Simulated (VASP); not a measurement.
VASP input:

File KPOINTS:
```
Automatic mesh
0
Gamma
13 13 7
0 0 0
```

**INCAR**
```
SYSTEM = Ti
PREC = Accurate
ENCUT = 400
EDIFF = 1E-6
NELM = 100
ALGO = Normal
LREAL = .FALSE.
LASPH = .TRUE.
ISMEAR = 1
SIGMA = 0.1
METAGGA = R2SCAN
LMIXTAU = .TRUE.
LMAXMIX = 4
LWAVE = .FALSE.
LCHARG = .FALSE.
IBRION = 2
ISIF = 3
NSW = 60
EDIFFG = -0.01
```

POSCAR:
```
Ti
1
    1.4750000000    -2.5547750000     0.0000000000
    1.4750000000     2.5547750000     0.0000000000
    0.0000000000     0.0000000000     4.6800000000
Ti
2
Direct
  0.3333330000   0.6666670000   0.2500000000
  0.6666670000   0.3333330000   0.7500000000
```

POTCAR, in this order: Ti_sv (PBE.64 set). Program: vasp_std.

Task: Translate this r2SCAN calculation to Ansatz.

Result: One equivalent input (not run):
Ansatz 0.2 input:
```yaml
crystal:
  lattice:
    - [1.4750000, -2.5547750, 0.0000000]
    - [1.4750000, 2.5547750, 0.0000000]
    - [0.0000000, 0.0000000, 4.6800000]
  atoms:
    - { symbol: Ti, position: [0.3333330, 0.6666670, 0.2500000] }
    - { symbol: Ti, position: [0.6666670, 0.3333330, 0.7500000] }
kpoints:
  mp_grid: { grid: [13, 13, 7] }
hamiltonian:
  xc: r2scan
  pseudopotentials: { kind: paw }
scf:
  occupations: { method: methfessel_paxton, width: 0.1 }
  max_iter: 100
relax:
  max_steps: 60
  f_tol: 0.01
  cell: {}
output: { forces: true, stress: true, eigenvalues: true }
```
The two are equivalent in intent, not identical: each code has its own PAW files, so the cut-off isn't converted (ENCUT is set for VASP's; basis.ecutwfc is left out, and Ansatz then takes the one that its files recommend); Ansatz stops its SCF on the density residual and VASP on the energy change (EDIFF).

The compound is Ti in the hcp structure. This run relaxes it. Symmetry was kept, so distortions that lower it aren't found.
